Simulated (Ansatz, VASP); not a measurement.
Given: the input of a run of VASP 6.6.1 on SiAu3.

INCAR

```
SYSTEM = SiAu3
PREC     = Accurate       ! precision mode
ENCUT    = 520            ! plane-wave cutoff, eV
EDIFF    = 1E-7           ! SCF threshold, eV
ISMEAR   = -1             ! smearing method
SIGMA    = 0.05           ! smearing width, eV
LREAL    = .FALSE.        ! projectors in reciprocal space
LASPH    = .TRUE.         ! aspherical terms in the spheres
NELM     = 80             ! most SCF steps
ALGO     = Normal         ! electronic algorithm
ISIF     = 2              ! what is computed and relaxed
LWAVE    = .FALSE.        ! write WAVECAR
LCHARG   = .TRUE.         ! write CHGCAR
GGA      = PE             ! functional
LELF     = .TRUE.         ! ELF
LVHAR    = .TRUE.       
NBANDS   = 26             ! bands
```

KPOINTS

```
regular mesh
0
G
  7 7 7
  0 0 0
```

File POSCAR:

```
SiAu3
1.0
    0.0000000000      3.2857340000      3.2857340000
    3.2857340000      0.0000000000      3.2857340000
    3.2857340000      3.2857340000      0.0000000000
Au Si
3 1
Direct
    0.5000000000      0.5000000000      0.5000000000
    0.7500000000      0.7500000000      0.7500000000
    0.2500000000      0.2500000000      0.2500000000
    0.0000000000      0.0000000000      0.0000000000
```

Potentials or basis: VASP PAW PBE potentials, release 64 (Au, Si).

The run is started by

```sh
$ cat potpaw_PBE.64/Au/POTCAR potpaw_PBE.64/Si/POTCAR > POTCAR
$ mpirun -np 1 vasp_std > vasp.out
```

Question: Set up the same calculation for Ansatz 0.2.0. Potentials there: Ansatz PAW.

Answer: As run (the cutoff follows the program's own potentials):

input.yaml

```yaml
crystal:
  lattice:
    - [0.0, 3.285734, 3.285734]
    - [3.285734, 0.0, 3.285734]
    - [3.285734, 3.285734, 0.0]
  atoms:
    - { symbol: Au, position: [0.5, 0.5, 0.5] }
    - { symbol: Au, position: [0.75, 0.75, 0.75] }
    - { symbol: Au, position: [0.25, 0.25, 0.25] }
    - { symbol: Si, position: [0.0, 0.0, 0.0] }
hamiltonian:
  xc: pbe
  pseudopotentials: { kind: paw }
kpoints:
  mp_grid: { grid: [7, 7, 7] }
scf:
  occupations: { method: fermi_dirac, width: 0.05 }
output:
  forces: true
  stress: true
  eigenvalues: true
```

Potentials or basis: Ansatz PAW.

Launch:

```bash
$ ansatz run input.yaml --threads 2 --pin off --max-ram 5120MiB --backend cpu --events-out ev --progress --plain --runs-dir out
```

Both were run:

|  | VASP | Ansatz | Ansatz less VASP |
| --- | --- | --- | --- |
| gap on the k mesh at the Fermi level (eV) | none | none | - |
| pressure (GPa) | -1.3 | -1.1 | +0.21 |

A gap of «none» marks a metal or a gap that the smearing closes. The two sets of potentials don't hold the same shells in valence.

Spin-orbit coupling is left out, which matters for the levels of Au.
